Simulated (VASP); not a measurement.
Here is the system:

```
CELL_PARAMETERS angstrom
      0.00000     2.04000     2.04000
      2.04000     0.00000     2.04000
      2.04000     2.04000     0.00000
ATOMIC_POSITIONS crystal
  Au 0.00000 0.00000 0.00000
```

Method: PBE GGA, VASP's PBE PAW potentials (set 64) (plane waves; VASP). Settings: 480 eV cut-off, 14×14×14 Γ-centred mesh, first-order Methfessel-Paxton smearing of 0.10 eV, potentials Au.

Energy and stress use the plane-wave basis of the starting cell.

### Question
The ions, cell shape and volume are relaxed. Give the cell that the relaxation ends in.

### Answer

```
CELL_PARAMETERS angstrom
      0.00000     2.07765     2.07765
      2.07765     0.00000     2.07765
      2.07765     2.07765     0.00000
ATOMIC_POSITIONS crystal
  Au 0.00000 0.00000 0.00000
```
Space group Fm-3m (225), at a tolerance of 0.03 Å.

### Question
How do energy and volume change from the first to the last step?

### Answer
The energy (σ→0) changes by -25.3 meV/atom and the volume by +5.6 %, in 4 ionic steps.

The compound is Au in the fcc structure. This run relaxes it. Symmetry was kept, so distortions that lower it aren't found.
